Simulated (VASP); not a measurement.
Output of a VASP run:

**OSZICAR**
```
       N       E                     dE             d eps       ncg     rms          rms(c)
DAV:   1     0.853305189569E+01    0.85331E+01   -0.38489E+03  1216   0.799E+02
DAV:   2    -0.200930674438E+01   -0.10542E+02   -0.10418E+02  1696   0.104E+02
DAV:   3    -0.213701005738E+01   -0.12770E+00   -0.11664E+00  1392   0.858E+00
DAV:   4    -0.213982333111E+01   -0.28133E-02   -0.28138E-02  1992   0.152E+00
DAV:   5    -0.213982744553E+01   -0.41144E-05   -0.41142E-05  1440   0.484E-02    0.745E+00
DAV:   6    -0.215483461021E+01   -0.15007E-01   -0.11919E-03  1824   0.450E-01    0.445E+00
DAV:   7    -0.216377394432E+01   -0.89393E-02   -0.26231E-03  1640   0.636E-01    0.562E-02
DAV:   8    -0.216374917129E+01    0.24773E-04   -0.96129E-05  1936   0.906E-02    0.172E-02
DAV:   9    -0.216374915743E+01    0.13861E-07   -0.79145E-06  1872   0.270E-02    0.560E-03
DAV:  10    -0.216374869806E+01    0.45938E-06   -0.94852E-07  1800   0.753E-03    0.155E-03
DAV:  11    -0.216374875363E+01   -0.55575E-07   -0.30270E-08   784   0.161E-03
   1 F= -.21637488E+01 E0= -.21637887E+01  d E =0.119868E-03
```

OUTCAR:
```
------------------------ aborting loop because EDIFF is reached ----------------------------------------
  FORCE on cell =-STRESS in cart. coord.  units (eV):
  Direction    XX          YY          ZZ          XY          YZ          ZX
  --------------------------------------------------------------------------------------
  Total        0.0374082      0.0374082      0.0374082      0.0000000     -0.0000000      0.0000000
  in kB        1.5116723      1.5116723      1.5116723      0.0000000     -0.0000000      0.0000000
  external PRESSURE =       1.5116723 kB  Pullay stress =       0.0000000 kB
  volume of cell :       39.65
      direct lattice vectors                 reciprocal lattice vectors
    -2.148093956  2.148093956  2.148093956     0.000000000  0.232764493  0.232764493
     2.148093956 -2.148093956  2.148093956     0.232764493  0.000000000  0.232764493
     2.148093956  2.148093956 -2.148093956     0.232764493  0.232764493  0.000000000
 POSITION                                       TOTAL-FORCE (eV/Angst)
 -----------------------------------------------------------------------------------
      0.00000      0.00000      0.00000        -0.000000      0.000000     -0.000000
 -----------------------------------------------------------------------------------
    total drift:                               -0.000000      0.000000      0.000000
  FREE ENERGIE OF THE ION-ELECTRON SYSTEM (eV)
  ---------------------------------------------------
  free  energy   TOTEN  =        -2.1637487536 eV

  energy  without entropy=       -2.1638686219  energy(sigma->0) =       -2.16378871
```
(Selected blocks of OUTCAR.)

File POSCAR:
```
Eu
1
   -2.1480939560     2.1480939560     2.1480939560
    2.1480939560    -2.1480939560     2.1480939560
    2.1480939560     2.1480939560    -2.1480939560
Eu
1
Direct
  0.0000000000   0.0000000000   0.0000000000
```

### Question
Reconstruct the remaining input files.

### Answer
One answer among several that fit: the input of the run itself, PBEsol GGA, plane waves, VASP's PBE PAW potentials (set 64).

### INCAR
```
ALGO  =  Normal
EDIFF  =  1E-7
ENCUT  =  480
GGA  =  PS
ISIF  =  2
ISMEAR  =  1
LASPH  =  .TRUE.
LCHARG  =  .FALSE.
LMAXMIX  =  6
LREAL  =  .FALSE.
LWAVE  =  .FALSE.
NELM  =  100
PREC  =  Accurate
SIGMA  =  0.1
SYSTEM  =  Eu
```

### KPOINTS
```
Automatic mesh
0
Gamma
12 12 12
0 0 0
```

POTCAR, in this order: Eu_2 (PBE.64 set). Program: vasp_std.

The 4f electrons are frozen in the core of the lanthanide potential, so 4f levels, which can set the real gap, and their magnetism are missing.

The compound is Eu in the bcc structure. It was relaxed first, which changed the volume by -17 %.
